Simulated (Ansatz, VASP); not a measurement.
# LaScSe3 in two plane-wave programs, part 3 of 3

Aim: how closely do two programs agree when they are given the same cell, functional and k mesh? The cell is generated by rule, not measured, and may not be a known phase. The cell is taken from a series of runs on this material, whose earlier steps may have relaxed, scaled, displaced or heated it; both programs get it as it stands.

VASP 6.6.1 and Ansatz 0.2.0.

So far: Ansatz: relaxation of cell and atoms, PBE, pair 1; VASP: relaxation of cell and atoms, PBE, pair 1; Comparison; VASP: relaxation of cell and atoms, PBE, pair 2; Ansatz: relaxation of cell and atoms, PBE, pair 2; Differences.

## (8) VASP: relaxation of cell and atoms, PBE, pair 3

Level of this step: PBE; plane waves and PAW (La, Sc_sv, Se); invented cell (VASP).

The relaxed volume is the usual yardstick between codes: in a stiff, nearly cubic crystal its relative difference is about their pressure difference at one cell divided by the bulk modulus.

Input file INCAR:

```
SYSTEM = LaScSe3
PREC = Accurate
ENCUT = 500
EDIFF = 1E-07
NELM = 200
ISMEAR = 0
SIGMA = 0.01
LREAL = .FALSE.
ALGO = Normal
GGA = PE
NBANDS = 26
LASPH = .TRUE.
LORBIT = 11
LWAVE = .FALSE.
LCHARG = .FALSE.
ISIF = 3
IBRION = 2
NSW = 80
EDIFFG = -0.005
GGA_COMPAT = .FALSE.
NELMIN = 4
EFERMI = MIDGAP
LMAXMIX = 6
KPAR = 2
```

Input file POSCAR:

```
LaScSe3
1.0
    5.1175680000      0.0000000000      0.0000000000
    0.0000000000      5.1175680000      0.0000000000
    0.0000000000      0.0000000000      5.1175680000
La Sc Se
1 1 3
Direct
    0.0000000000      0.0000000000      0.0000000000
    0.5000000000      0.5000000000      0.5000000000
    0.5000000000      0.5000000000      0.0000000000
    0.5000000000      0.0000000000      0.5000000000
    0.0000000000      0.5000000000      0.5000000000
```

Input file KPOINTS:

```
Automatic mesh
0
Gamma
8 8 8
0 0 0
```

Potentials, in the order of the species: La, Sc_sv and Se (PBE family, release 64).

Started as:

```console
mpirun -np 2 vasp_std
```

Numbers of over 12 decimals in the logs are rounded to 6 here.

Log:

```text
[... set-up lines as in an earlier step ...]
 entering main loop
       N       E                     dE             d eps       ncg     rms          rms(c)
DAV:   1     0.481202124570E+03    0.48120E+03   -0.15595E+04  1820   0.173E+03
DAV:   2     0.448781552396E+02   -0.43632E+03   -0.42488E+03  2572   0.443E+02
DAV:   3    -0.230012184067E+02   -0.67879E+02   -0.66225E+02  2914   0.202E+02
DAV:   4    -0.310372219720E+02   -0.80360E+01   -0.79039E+01  2956   0.482E+01
[...]
DAV:  14    -0.292374634095E+02   -0.11800E-06   -0.37386E-06  3162   0.110E-02    0.166E-03
DAV:  15    -0.292374635450E+02   -0.13555E-06   -0.19372E-06  2904   0.103E-02    0.148E-03
DAV:  16    -0.292374634855E+02    0.59500E-07   -0.45405E-07  2092   0.602E-03
   1 F= -.29237463E+02 E0= -.29237463E+02  d E =-.292375E+02
[...]
N       E                     dE             d eps       ncg     rms          rms(c)
DAV:   1    -0.292394403294E+02   -0.19768E-02   -0.55330E-02  2520   0.225E+00    0.298E-01
[...]
DAV:   8    -0.292375318123E+02    0.15134E-07   -0.51284E-08  1832   0.289E-03
   2 F= -.29237532E+02 E0= -.29237532E+02  d E =-.683268E-04
 trial-energy change:   -0.000068  1 .order   -0.000071   -0.000289    0.000146
 step:   0.6545(harm=  0.6641)  dis= 0.00000  next Energy=   -29.237557 (dE=-0.937E-04)
[...]
N       E                     dE             d eps       ncg     rms          rms(c)
DAV:   1    -0.292377812081E+02   -0.24938E-03   -0.65969E-03  2544   0.778E-01    0.102E-01
DAV:   2    -0.292375930591E+02    0.18815E-03   -0.75678E-04  3032   0.320E-01    0.315E-02
DAV:   3    -0.292375598965E+02    0.33163E-04   -0.10021E-04  2882   0.605E-02    0.136E-02
DAV:   4    -0.292375558627E+02    0.40338E-05   -0.18597E-05  2768   0.347E-02    0.830E-03
DAV:   5    -0.292375565811E+02   -0.71840E-06   -0.14299E-06  3074   0.939E-03    0.474E-03
DAV:   6    -0.292375574453E+02   -0.86423E-06   -0.27837E-07  2080   0.449E-03    0.535E-04
DAV:   7    -0.292375573423E+02    0.10299E-06   -0.50079E-08  1592   0.245E-03    0.289E-04
DAV:   8    -0.292375573450E+02   -0.26525E-08   -0.16391E-08  1586   0.152E-03
   3 F= -.29237557E+02 E0= -.29237557E+02  d E =-.938594E-04
[...]
reached required accuracy - stopping structural energy minimisation
```

OUTCAR, selected parts (step 8):

```text
  Total        0.0013677      0.0013677      0.0013677     -0.0000000      0.0000000      0.0000000
  in kB        0.0163186      0.0163186      0.0163186     -0.0000000      0.0000000      0.0000000
  external PRESSURE =       0.0163186 kB  Pullay stress =       0.0000000 kB

 POSITION                                       TOTAL-FORCE (eV/Angst)
 -----------------------------------------------------------------------------------
      0.00000      0.00000      0.00000        -0.000000      0.000000      0.000000
      2.56040      2.56040      2.56040         0.000000      0.000000      0.000000
      2.56040      2.56040      0.00000        -0.000000      0.000000      0.000000
      2.56040     -0.00000      2.56040        -0.000000      0.000000      0.000000
      0.00000      2.56040      2.56040        -0.000000      0.000000      0.000000
 -----------------------------------------------------------------------------------
    total drift:                                0.000000      0.000000     -0.000000

  FREE ENERGIE OF THE ION-ELECTRON SYSTEM (eV)
  ---------------------------------------------------
  free  energy   TOTEN  =       -29.2375573450 eV

  energy  without entropy=      -29.2375573450  energy(sigma->0) =      -29.23755734

[... 1 part as in an earlier step ...]

[... 3 further parts left out ...]
[key lines of the parts left out:]
E-fermi :   5.1079
```

## (9) Ansatz: relaxation of cell and atoms, PBE, pair 3

The same cell, functional and mesh now go to Ansatz, which takes its cutoff from its data sets.

The cell is taken from a series of runs on this material, whose earlier steps may have relaxed, scaled, displaced or heated it; both programs get it as it stands.

Input file input.yaml:

```yaml
crystal:
  lattice:
    - [5.1175679735, 0.0, 0.0]
    - [0.0, 5.1175679735, 0.0]
    - [0.0, 0.0, 5.1175679735]
  atoms:
    - { symbol: La, position: [0.0, 0.0, 0.0] }
    - { symbol: Sc, position: [0.5, 0.5, 0.5] }
    - { symbol: Se, position: [0.5, 0.5, 0.0] }
    - { symbol: Se, position: [0.5, 0.0, 0.5] }
    - { symbol: Se, position: [0.0, 0.5, 0.5] }
kpoints:
  mp_grid: { grid: [8, 8, 8] }
hamiltonian:
  xc: pbe
  pseudopotentials: { kind: paw, azcp: { folder: soft_1 } }
scf:
  occupations: { method: fixed }
output:
  forces: true
  stress: true
  eigenvalues: true
relax:
  adjacent_minimum: "off"
  f_tol: 0.001
  max_steps: 60
  cell: { stress_tol: 0.01 }
```

Started as:

```console
ansatz run input.yaml --threads 4 --pin off --max-ram 16384MiB --backend cpu --events-out ev --progress --plain --runs-dir out
```

Log:

```text
[...]
Crystal: 5 atoms, lattice volume = 134.027 Å³
Basis set: ecut = 420 eV, 2601 PW (Γ), exchange–correlation on 72×72×72 points (8 copies of the dense FFT grid, shifted against one another)
Bands: 42, of which v1, the nominal top of the filled ones, is band 35 counted from 1 (34 counted from 0)
Symmetry: 48 space group operations
[...]
k-points: 35 of 512
[...]
--- Relaxed structure (2 steps of the walk, 2 accepted, 1 SCFs on fresh bases) ---
[...]
cell:  # Å, volume = 133.9960 Å³
    - [5.117179, 0.0, 0.0]
    - [0.0, 5.117179, 0.0]
    - [0.0, 0.0, 5.117179]
  atoms:
    - { symbol: La, position: [0, 0, 0] }
    - { symbol: Sc, position: [0.5, 0.5, 0.5] }
    - { symbol: Se, position: [0.5, 0.5, 0] }
    - { symbol: Se, position: [0.5, 0, 0.5] }
    - { symbol: Se, position: [0, 0.5, 0.5] }
[key lines of the parts left out:]
SCF converged after 6 iterations
Free energy (F): -24801.012262 eV
Fermi energy:    8.930924 eV
P = ⅓ Tr σ = 0.0032 GPa (0.032 kbar)
```

## (10) Comparison

What differs besides the data sets and the points named for the pairs above, as far as they apply: the data sets hold 70 valence electrons in Ansatz (on its PAW soft_1 files) and 40 in VASP. Total energies have different zeros and are not compared.

Both answers:

| quantity | Ansatz | VASP | difference |
| --- | --- | --- | --- |
| volume (Å³) | 134.00 | 134.28 | -0.21 % |
| edge a after relaxation, in the typed setting (Å) | 5.117 | 5.121 | -0.07 % |

## (11) What came out

```yaml
difference_in_volume_relaxation_of_cell_and_atoms_pbe_pair_1: -0.24 %
difference_in_volume_relaxation_of_cell_and_atoms_pbe_pair_2: -0.20 %
difference_in_volume_relaxation_of_cell_and_atoms_pbe_pair_3: -0.21 %
```

The difference in volume is -0.24 % (relaxation of cell and atoms, PBE, pair 1), within the 1.2 % picked in this series as the mark of a large difference, as far as the stopping tolerances let one tell. The data sets hold unlike numbers of valence electrons (70 in Ansatz and 40 in VASP), so part of the differences comes from the potentials. 1 further run of this series is not shown here. How closely two codes agree says nothing of how well the functional describes the real material.

[Lines on the potential files, build, host, timing and source positions are cut from VASP's logs without a mark.]

[Logs are printed without paths, hosts, clocks, repeated set-up lines and the standing remarks that a program may print on its own settings, such as how far it seeks lower states.]

[Hosts, paths, dates, database ids (printed as entryN), source tags and the programs' standing remarks are cut or masked in the printed files.]
